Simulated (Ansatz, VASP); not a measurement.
**Sc in two plane-wave programs**

One calculation is typed for both programs; each brings its own data sets. How far apart do they land? The cell is taken from a series of runs on this material, whose earlier steps may have relaxed, scaled, displaced or heated it; both programs get it as it stands.

Method: plane waves, with VASP 6.6.1 beside it; zone-centre phonons at LDA, in Ansatz 0.2.0.

## (1) Starting point

Symmetry: P6_3/mmc, No. 194, hexagonal system. Conventional cell: a = 3.210 Å, b = 3.210 Å, c = 4.946 Å, α = 90.00°, β = 90.00°, γ = 120.00°. Nearest to Sc lie 12 Sc at 3.09 to 3.21 Å.

## (2) Ansatz: zone-centre phonons, LDA, pair 1

Ansatz runs on its PAW soft_1 files.

Second derivatives magnify differences that forces hide, and they need a tight electronic threshold.

input.yaml reads:

```yaml
crystal:
  lattice:
    - [3.2096383023, 0.0, 0.0]
    - [-1.6048191512, 2.7796283068, 0.0]
    - [0.0, 0.0, 4.9461217968]
  atoms:
    - { symbol: Sc, position: [0.3333333333, 0.6666666667, 0.25] }
    - { symbol: Sc, position: [0.6666666667, 0.3333333333, 0.75] }
kpoints:
  mp_grid: { grid: [15, 15, 8] }
hamiltonian:
  xc: lda
  pseudopotentials: { kind: paw, azcp: { folder: soft_1 }, xc_functional: pbe }
scf:
  occupations: { method: methfessel_paxton, width: 0.2 }
output:
  eigenvalues: true
phonons:
  method: dfpt
```

The run is started by

```
$ ansatz run input.yaml --threads 4 --pin off --max-ram 10240MiB --backend cpu --events-out ev --progress --plain --runs-dir out
```

Numbers of over 12 decimals in the logs are rounded to 6 here.

Output:

```text
zone centre: on kpoints.mp_grid the ground state, and the responses unless they are solved on pairs of k-points, stand on 320 of the mesh's 1800 k-points, reduced under 4 symmetry operations, with k and −k counted as one. Each operation leaves every solved displacement unchanged or reverses it
Engine: ansatz 0.2.0, x86_64-unknown-linux-gnu
Pseudopotentials: kind: paw
Pseudopotential: Sc, paw, valence charge 11, recommended cutoff 420 eV (normal), soft_1/Sc.paw.azcp
Functional definition: SPW92
  exchange = slater_x
  correlation = pw_c
Crystal: 2 atoms, lattice volume = 44.127 Å³
Basis set: ecut = 420 eV, 881 PW (Γ), exchange–correlation on 48×48×72 points (8 copies of the dense FFT grid, shifted against one another)
Bands: 15, of which v1, the nominal top of the filled ones, is band 11 counted from 1 (10 counted from 0)
Symmetry: 24 space group operations
k-points: 320 of 1800 (irreducible under 4 space group operations, time reversal used)
Non-local potential: Sc, projectors of the file, l = 0: 3, l = 1: 2, l = 2: 3, l = 3: 1
PAW form: soft (Blöchl's): semilocal exchange-correlation on the pseudo side does not see the compensation charge
PAW frozen core: Sc, regenerated for the run's functional, and the local potential with it (the file was generated under x = pbe(κ = 0.804, μ = 0.219515), c = pbe(β = 0.066725))
PAW one-centre angular grid: Sc, 590 points (default); XC on 64 Gauss nodes
Initial density: superposition of atomic densities (chi_scale 0.1, normalization cell)
Initial wavefunctions: pseudopotential atomic-orbital guess
Functional: x = slater, c = lda
SCF iter   1: F=—  HF=-4178.143399 eV  |F-HF|=—  |Δ(HF+E_count)|=         —  Δρ=2.42e-2  dr2=3.07e-1  ethr=3.10e-3  ⟨swp⟩=3.1  Hψ=17631  notcnv=0
preconditioner: auto → none  [metal: Δε(μ)=0.006 eV  Ē_g=2.770 eV  σ=0.200 eV  W_gap=0.03  n_scr=8 (ndim 8)  ℏωp=13.7 eV  f_vac=0.000  D(μ)=3.58/eV (n_scr^D=36)  sad-step TF]
SCF iter   2: F=—  HF=-4178.061293 eV  |F-HF|=—  |Δ(HF+E_count)|=   8.21e-2  S|Δr|=    0.00e0  Δρ=1.35e-2  dr2=1.04e-1  ethr=1.40e-3  ⟨swp⟩=2.0  Hψ=8375  notcnv=0  defer=1
SCF iter   3: F=—  HF=-4178.024471 eV  |F-HF|=—  |Δ(HF+E_count)|=   3.68e-2  S|Δr|=    0.00e0  Δρ=1.04e-3  dr2=2.56e-4  ethr=4.72e-4  ⟨swp⟩=3.0  Hψ=9285  notcnv=0  defer=1
SCF iter   4: F=—  HF=-4178.024703 eV  |F-HF|=—  |Δ(HF+E_count)|=   2.32e-4  S|Δr|=    0.00e0  Δρ=5.74e-5  dr2=9.33e-7  ethr=1.16e-6  ⟨swp⟩=2.6  Hψ=8568  notcnv=0  defer=1
SCF iter   5: F=—  HF=-4178.024705 eV  |F-HF|=—  |Δ(HF+E_count)|=   1.78e-6  S|Δr|=    0.00e0  Δρ=2.21e-5  dr2=1.87e-7  ethr=4.24e-9  ⟨swp⟩=2.0  Hψ=8559  notcnv=0  defer=1
SCF iter   6: F=—  HF=-4178.024705 eV  |F-HF|=—  |Δ(HF+E_count)|=   7.26e-8  S|Δr|=    0.00e0  Δρ=2.28e-6  dr2=1.81e-9  ethr=8.52e-10  ⟨swp⟩=2.9  Hψ=8968  notcnv=0  defer=1
SCF iter   7: F=—  HF=-4178.024705 eV  |F-HF|=—  |Δ(HF+E_count)|=  6.08e-10  S|Δr|=    0.00e0  Δρ=4.07e-7  dr2=6.75e-11  ethr=8.23e-12  ⟨swp⟩=2.0  Hψ=8062  notcnv=0  defer=1
SCF iter   8: F=-4178.024705 eV  HF=-4178.024705 eV  |F-HF|=1.82e-12  |Δ(HF+E_count)|=  1.64e-11  S|Δr|=    0.00e0  Δρ=5.54e-8  dr2=1.21e-12  ethr=1.00e-12  ⟨swp⟩=4.1  Hψ=17124  notcnv=0
SCF 1 converged in 8 iterations: F = -4178.024705 eV  dr2 = 1.21e-12
  greatest PAW one-centre occupation: 0.998 electrons in one spin orbital (limit 2), on the Sc atom at site 1 (counted from 0), in its partial waves of l = 0
DFPT response loops at Γ: preconditioner auto → Kerker (q_TF=auto, 2.429 Å⁻¹) (partly filled bands, converged f_vac=0.000); β = 1.00, the filter's whole step (`scf.mixing.beta` (0.50) is not read by the response loops under this deck's `scf.mixing.preconditioner`; to damp them name `kerker` or `kerker_dos`, under which they read `scf.mixing.beta`, and type it under 1.00, their step now; both keys bind the ground state too); Broyden in place of MSR1
SCF converged after 8 iterations
Stability not checked: this state was not tested for a lower state beside it, because cold or Methfessel-Paxton smearing, or corrected tetrahedra, fill the levels in a way that the test cannot read (fill_not_monotonic; see scf.lower_state_search)
Free energy (F): -4178.024705 eV
Harris-Foulkes:  -4178.024705 eV  (|F-HF|=1.82e-12)
Internal energy: -4178.023320 eV  (E = F + TS)
E sigma→0 (E₀):  -4178.024359 eV
Entropy (-TS):   -0.001385 eV (-0.692 meV/atom)
Fermi energy:    10.141347 eV
Step filling:    the computed levels leave a gap of 0.0000 eV = 0.0 smearing widths at the electron count; against every level under it full and every level over it empty, smearing changes F+E_penalty+E_count by +1.562 meV and its σ→0 estimate by +1.908 meV
--- Per-component energies (eV) ---
  E_band       = -308.986298
  E_kinetic    = 416.651575
  E_local      = -1610.042161  (includes V_loc(G=0)·N_el)
  E_nonlocal   = 293.580759
  E_hartree    = 574.574485
  E_xc         = -169.925092
  E_vxc        = -210.189185  (∫ρ·V_xc dr)
  E_paw        = -1890.124151  (= ΣΔE_a)
  E_vpaw       = -348.136365  (= ΣTr[D̂ρ^β])
  E_aug_tail   = 0.000058  (compensation charges beyond the density's cutoff)
  E_ewald      = -1793.348639
  E_core_change = 0.609846  (= ΣΔE_core)
  E_smearing   = -0.001385  (= −TS)
  E_closure    = 0.000000  (closes the sum)
  Σ components = -4178.024705   (vs F -4178.024705, Δ=0.00e0)
--- Band table (eV; the first three rows and the last of 320) ---
  k-point 0: bands = [... 7 lower, -17.0662, 4.8881, 8.3589, 11.2192, 11.7977, 11.7977, 12.1816, 12.3377]
  k-point 1: bands = [... 7 lower, -17.0925, 5.0075, 8.2582, 11.0990, 11.7263, 11.7263, 12.0990, 12.2554]
  k-point 2: bands = [... 7 lower, -17.1295, 5.3554, 7.9095, 10.9329, 11.6290, 11.6290, 11.8689, 12.0610]
  k-point 319: bands = [... 7 lower, -17.1860, 8.7475, 8.7475, 10.3127, 10.3127, 10.9421, 10.9421, 12.5529]
--- Phonons (Γ-DFPT): 2 representative perturbations + reference, on 320 of 1800 k-points (Σ response iterations 6) ---
  k mesh reduced under 4 symmetry operations, with k and −k counted as one. Each operation leaves every solved displacement unchanged or reverses it
  ASR residual: 3.451e-5 → 0.000e0 eV/Å²; symmetrization residual: 2.511e-10 eV/Å²
  ASR residual per site (eV/Å²): 3.45e-5 3.45e-5
  Γ frequencies (cm⁻¹): 0.00 0.00 0.00 139.25 139.25 247.14
  non-analytic LO–TO correction: not included (Born effective charges unavailable; polar crystals: no LO–TO splitting at Γ)
```

## (3) VASP: zone-centre phonons, LDA, pair 1

The same cell, functional (in two slightly different forms), mesh and smearing now go to VASP, with its own data sets.

Lines of VASP's logs that name or quote its potential files are left out, and so is its time.

INCAR reads:

```
SYSTEM = Sc
PREC = Accurate
ENCUT = 500
EDIFF = 1E-08
NELM = 120
ISMEAR = 1
SIGMA = 0.2
LREAL = .FALSE.
ALGO = Normal
GGA = CA
NBANDS = 17
LASPH = .TRUE.
LORBIT = 11
LWAVE = .FALSE.
LCHARG = .FALSE.
ISIF = 2
IBRION = 8
GGA_COMPAT = .FALSE.
KPAR = 2
```

POSCAR reads:

```
Sc
1.0
    3.2096383023      0.0000000000      0.0000000000
   -1.6048191512      2.7796283068      0.0000000000
    0.0000000000      0.0000000000      4.9461217968
Sc
2
Direct
    0.3333333333      0.6666666667      0.2500000000
    0.6666666667      0.3333333333      0.7500000000
```

KPOINTS reads:

```
Automatic mesh
0
Gamma
15 15 8
0 0 0
```

PAW data sets: Sc_sv (LDA family, release 64).

The run is started by

```
$ mpirun -np 2 vasp_std
```

Output:

```text
[banner, memory and clock lines left out]
running    2 mpi-ranks, on    1 nodes
 distrk:  each k-point on    1 cores,    2 groups
 distr:  one band on    1 cores,    1 groups

 POSCAR found type information on POSCAR Sc
 POSCAR found :  1 types and       2 ions
 LDA part: xc-table for (Slater(with rela. corr.)+CA(PZ))
 , standard interpolation
 POSCAR, INCAR and KPOINTS ok, starting setup
 FFT: planning ... GRIDC
 FFT: planning ... GRID_SOFT
 FFT: planning ... GRID
 WAVECAR not read
 entering main loop
       N       E                     dE             d eps       ncg     rms          rms(c)
DAV:   1     0.352531330443E+03    0.35253E+03   -0.10824E+04  4630   0.140E+03
DAV:   2     0.504083236704E+01   -0.34749E+03   -0.34193E+03  5966   0.589E+02
DAV:   3    -0.143112968661E+02   -0.19352E+02   -0.18751E+02  7660   0.173E+02
DAV:   4    -0.146969880946E+02   -0.38569E+00   -0.36188E+00  6748   0.203E+01
DAV:   5    -0.147016592590E+02   -0.46712E-02   -0.46685E-02  7911   0.256E+00    0.852E+00
DAV:   6    -0.136152529666E+02    0.10864E+01   -0.24006E+00  5969   0.193E+01    0.261E+00
DAV:   7    -0.134584888842E+02    0.15676E+00   -0.58787E-01  6184   0.867E+00    0.721E-01
DAV:   8    -0.134451535337E+02    0.13335E-01   -0.23849E-02  6452   0.220E+00    0.203E-01
DAV:   9    -0.134444840435E+02    0.66949E-03   -0.42907E-03  6430   0.751E-01    0.192E-02
DAV:  10    -0.134445058070E+02   -0.21764E-04   -0.85437E-05  7313   0.140E-01    0.415E-03
DAV:  11    -0.134445064816E+02   -0.67460E-06   -0.14861E-06  7240   0.141E-02    0.108E-03
DAV:  12    -0.134445064771E+02    0.44988E-08   -0.12841E-07  7208   0.418E-03    0.665E-04
DAV:  13    -0.134445064630E+02    0.14125E-07   -0.10919E-08  4149   0.105E-03    0.801E-05
DAV:  14    -0.134445064628E+02    0.18872E-09   -0.13435E-09  3858   0.873E-04
   1 F= -.13444506E+02 E0= -.13444072E+02  d E =-.130359E-02
 Linear response reoptimize wavefunctions to high precision
DAV:   1    -0.134445064629E+02   -0.10687E-09   -0.55431E-10  4024   0.450E-04
DAV:   2    -0.134445064630E+02   -0.50477E-10   -0.27247E-10  3479   0.395E-04
 Linear response DOF=           2
 Linear response progress:
  Degree of freedom:   1/  2
       N       E                     dE             d eps       ncg     rms          rms(c)
RMM:   1    -0.721302867921E+00   -0.72130E+00   -0.10051E+02 19371   0.294E+02
RMM:   2    -0.721608142139E+00   -0.30527E-03   -0.19866E-01 31292   0.535E+00    0.108E-01
RMM:   3    -0.722677293047E+00   -0.10692E-02   -0.88983E-03 33117   0.102E+00    0.403E-02
RMM:   4    -0.721782132803E+00    0.89516E-03   -0.11993E-03 40009   0.286E-01    0.193E-02
RMM:   5    -0.721546201304E+00    0.23593E-03   -0.11828E-04 40877   0.965E-02    0.806E-03
RMM:   6    -0.721558986895E+00   -0.12786E-04   -0.15536E-05 38080   0.345E-02    0.576E-03
RMM:   7    -0.721591278884E+00   -0.32292E-04   -0.67550E-06 39443   0.189E-02    0.336E-03
RMM:   8    -0.721685038748E+00   -0.93760E-04   -0.22189E-06 38575   0.107E-02    0.438E-04
RMM:   9    -0.721675380405E+00    0.96583E-05   -0.15849E-06 40040   0.825E-03    0.943E-05
RMM:  10    -0.721675026092E+00    0.35431E-06   -0.18183E-06 38052   0.774E-03    0.458E-05
RMM:  11    -0.721675288763E+00   -0.26267E-06   -0.25760E-06 39515   0.734E-03    0.217E-05
RMM:  12    -0.721675898953E+00   -0.61019E-06   -0.22758E-06 39498   0.733E-03    0.202E-05
RMM:  13    -0.721675980350E+00   -0.81397E-07   -0.20100E-06 40693   0.718E-03    0.546E-06
RMM:  14    -0.721676062545E+00   -0.82194E-07   -0.16741E-06 41282   0.722E-03    0.784E-06
RMM:  15    -0.721676027333E+00    0.35211E-07   -0.13952E-06 42197   0.715E-03    0.328E-06
RMM:  16    -0.721676101774E+00   -0.74441E-07   -0.11541E-06 43093   0.719E-03    0.215E-06
RMM:  17    -0.721676082162E+00    0.19612E-07   -0.93986E-07 43888   0.717E-03    0.197E-06
RMM:  18    -0.721676084472E+00   -0.23104E-08   -0.80951E-07 44811   0.718E-03    0.184E-06
RMM:  19    -0.721676083007E+00    0.14656E-08   -0.64447E-07 45409   0.718E-03    0.200E-06
 first order change of Fermi-energy   0.14260E-04
 force on displaced ion       1 direction 1 :  -1.605   0.001   0.000
 Linear response progress:
  Degree of freedom:   2/  2
       N       E                     dE             d eps       ncg     rms          rms(c)
RMM:   1    -0.789593135481E+00   -0.78959E+00   -0.10158E+02  6617   0.297E+02
RMM:   2    -0.790923940017E+00   -0.13308E-02   -0.20859E-01 10597   0.545E+00    0.134E-01
RMM:   3    -0.793268563923E+00   -0.23446E-02   -0.79014E-03 11112   0.103E+00    0.467E-02
RMM:   4    -0.792373004858E+00    0.89556E-03   -0.16298E-03 13349   0.304E-01    0.177E-02
RMM:   5    -0.792143271296E+00    0.22973E-03   -0.12139E-04 13198   0.844E-02    0.127E-02
RMM:   6    -0.792078029535E+00    0.65242E-04   -0.43634E-05 12176   0.371E-02    0.591E-03
RMM:   7    -0.792075751067E+00    0.22785E-05   -0.20855E-05 14051   0.227E-02    0.198E-03
RMM:   8    -0.792101244610E+00   -0.25494E-04   -0.88340E-06 12809   0.133E-02    0.503E-04
RMM:   9    -0.792108132195E+00   -0.68876E-05   -0.69440E-06 13685   0.874E-03    0.314E-04
RMM:  10    -0.792115638534E+00   -0.75063E-05   -0.48264E-06 12825   0.806E-03    0.965E-05
RMM:  11    -0.792118163194E+00   -0.25247E-05   -0.40695E-06 13492   0.783E-03    0.367E-05
RMM:  12    -0.792118162617E+00    0.57682E-09   -0.36954E-06 13217   0.794E-03    0.196E-05
RMM:  13    -0.792118486487E+00   -0.32387E-06   -0.32142E-06 14040   0.787E-03    0.776E-06
RMM:  14    -0.792118583380E+00   -0.96892E-07   -0.28278E-06 13870   0.792E-03    0.608E-06
[...]
RMM:  19    -0.792118440054E+00    0.10697E-07   -0.18540E-06 15456   0.795E-03    0.236E-06
RMM:  20    -0.792118427517E+00    0.12537E-07   -0.17104E-06 15493   0.797E-03    0.240E-06
RMM:  21    -0.792118415982E+00    0.11535E-07   -0.15862E-06 15897   0.797E-03    0.178E-06
RMM:  22    -0.792118405462E+00    0.10519E-07   -0.14841E-06 15946   0.797E-03    0.134E-06
RMM:  23    -0.792118390447E+00    0.15016E-07   -0.13371E-06 16146   0.797E-03    0.136E-06
RMM:  24    -0.792118379133E+00    0.11314E-07   -0.12475E-06 16132   0.798E-03    0.113E-06
RMM:  25    -0.792118370062E+00    0.90713E-08   -0.11534E-06 16360   0.797E-03    0.142E-06
RMM:  26    -0.792118361666E+00    0.83954E-08   -0.10293E-06 16393   0.797E-03    0.129E-06
 first order change of Fermi-energy   0.33261E-04
 force on displaced ion       1 direction 3 :  -0.000   0.000  -5.088
 Linear response finished
```

From OUTCAR (step 3):

```text
ion  position               nearest neighbor table
   1  0.333  0.667  0.250-   2 3.09   2 3.09   2 3.09   2 3.09   2 3.09   2 3.09
   2  0.667  0.333  0.750-   1 3.09   1 3.09   1 3.09   1 3.09   1 3.09   1 3.09

  LATTYP: Found a hexagonal cell.
 ALAT       =     3.2096383023
 C/A-ratio  =     1.5410215516

 Subroutine GETGRP returns: Found 24 space group operations
 (whereof 12 operations were pure point group operations)

The static configuration has the point symmetry D_3d.
 The point group associated with its full space group is D_6h.

 Found    135 irreducible k-points:

   k-points           NKPTS =    135   k-points in BZ     NKDIM =    135   number of bands    NBANDS=     17

   dimension x,y,z NGX =    24 NGY =   24 NGZ =   36
   dimension x,y,z NGXF=    48 NGYF=   48 NGZF=   72

   ENCUT  =  500.0 eV  36.75 Ry    6.06 a.u.   5.85  5.85  9.02*2*pi/ulx,y,z

   NELECT =      22.0000    total number of electrons

 k-points in reciprocal lattice and weights: Automatic mesh
   0.00000000  0.00000000  0.00000000       0.001
   0.06666667 -0.00000000  0.00000000       0.003
   0.13333333 -0.00000000  0.00000000       0.003
   0.20000000 -0.00000000  0.00000000       0.003
   0.26666667 -0.00000000  0.00000000       0.003
   0.33333333  0.00000000  0.00000000       0.003
   0.40000000 -0.00000000  0.00000000       0.003
   0.46666667 -0.00000000  0.00000000       0.003
   0.06666667  0.06666667  0.00000000       0.003
[...]
0.33333333  0.26666667  0.50000000       0.007
   0.33333333  0.33333333  0.50000000       0.001

 average (electrostatic) potential at core
       1 -46.2292       2 -46.2292

  Total        0.3784812      0.3784812      0.3794663     -0.0000000      0.0000000      0.0000000
  in kB       13.7419139     13.7419139     13.7776813     -0.0000000      0.0000000      0.0000000
  external PRESSURE =      13.7538364 kB  Pullay stress =       0.0000000 kB

  energy-cutoff  :      500.00
  volume of cell :       44.13
      direct lattice vectors                 reciprocal lattice vectors
     3.209638302  0.000000000  0.000000000     0.311561586  0.179880166  0.000000000
    -1.604819151  2.779628307  0.000000000     0.000000000  0.359760331  0.000000000
     0.000000000  0.000000000  4.946121797     0.000000000  0.000000000  0.202178604

 POSITION                                       TOTAL-FORCE (eV/Angst)
 -----------------------------------------------------------------------------------
     -0.00000      1.85309      1.23653         0.000000     -0.000000      0.000000
      1.60482      0.92654      3.70959        -0.000000      0.000000      0.000000
 -----------------------------------------------------------------------------------
    total drift:                               -0.000000      0.000000     -0.000000

 Eigenvectors and eigenvalues of the dynamical matrix
 ----------------------------------------------------

   1 f  =    7.437541 THz    46.731446 2PiTHz  248.089652 cm-1    30.759183 meV
             X         Y         Z           dx          dy          dz
     -0.000000  1.853086  1.236530     0.000000    0.000000    0.707107
      1.604819  0.926543  3.709591     0.000000    0.000000   -0.707107

   2 f  =    4.177434 THz    26.247594 2PiTHz  139.344209 cm-1    17.276472 meV
             X         Y         Z           dx          dy          dz
     -0.000000  1.853086  1.236530    -0.275088    0.651404   -0.000000
      1.604819  0.926543  3.709591     0.275088   -0.651404    0.000000

   3 f  =    4.177434 THz    26.247594 2PiTHz  139.344209 cm-1    17.276472 meV
             X         Y         Z           dx          dy          dz
     -0.000000  1.853086  1.236530    -0.651404   -0.275088    0.000000
      1.604819  0.926543  3.709591     0.651404    0.275088    0.000000

   4 f  =    0.000000 THz     0.000000 2PiTHz    0.000002 cm-1     0.000000 meV
             X         Y         Z           dx          dy          dz
     -0.000000  1.853086  1.236530    -0.316389   -0.632375    0.000000
      1.604819  0.926543  3.709591    -0.316389   -0.632375    0.000000

   5 f  =    0.000000 THz     0.000000 2PiTHz    0.000000 cm-1     0.000000 meV
             X         Y         Z           dx          dy          dz
     -0.000000  1.853086  1.236530     0.000000    0.000000    0.707107
      1.604819  0.926543  3.709591     0.000000    0.000000    0.707107

   6 f/i=    0.000000 THz     0.000000 2PiTHz    0.000001 cm-1     0.000000 meV
             X         Y         Z           dx          dy          dz
     -0.000000  1.853086  1.236530     0.632375   -0.316389    0.000000
      1.604819  0.926543  3.709591     0.632375   -0.316389    0.000000

 ELASTIC MODULI CONTR FROM IONIC RELAXATION (kBar)
 Direction    XX          YY          ZZ          XY          YZ          ZX
 --------------------------------------------------------------------------------
 XX         -74.0771     74.0771     -0.0000      0.0000      0.0000      0.0000
 YY          74.0771    -74.0771      0.0000      0.0000      0.0000      0.0000
 ZZ          -0.0000      0.0000     -0.0000     -0.0000      0.0000      0.0000
 XY           0.0000      0.0000     -0.0000    -74.0771      0.0000      0.0000
 YZ           0.0000      0.0000      0.0000      0.0000      0.0000      0.0000
 ZX           0.0000      0.0000      0.0000      0.0000      0.0000      0.0000
 --------------------------------------------------------------------------------
```

## (4) Comparison

Known differences besides the potentials themselves: the two LDA forms differ slightly; the cutoff is 420 eV in Ansatz and 500 eV in VASP; VASP's log shows a relativistic correction to its local exchange, Ansatz's none. Total energies have different zeros and are not compared.

Compared:

| quantity | Ansatz | VASP | difference |
| --- | --- | --- | --- |
| optical mode 1 to 2 (cm⁻¹) | 139.2 | 139.3 | -0.07 % |
| optical mode 3 (cm⁻¹) | 247.1 | 248.1 | -0.38 % |

Modes are paired by rising frequency, not by their patterns, so a pair may set unlike modes beside each other; they are those without the splitting of longitudinal modes.

[end of part 1 of 2]

[Lines on the potential files, build, host, timing and source positions are cut from VASP's logs without a mark.]

[Logs are printed without paths, hosts, clocks, repeated set-up lines and the standing remarks that a program may print on its own settings, such as how far it seeks lower states.]

[Hosts, paths, dates, database ids (printed as entryN), source tags and the programs' standing remarks are cut or masked in the printed files.]
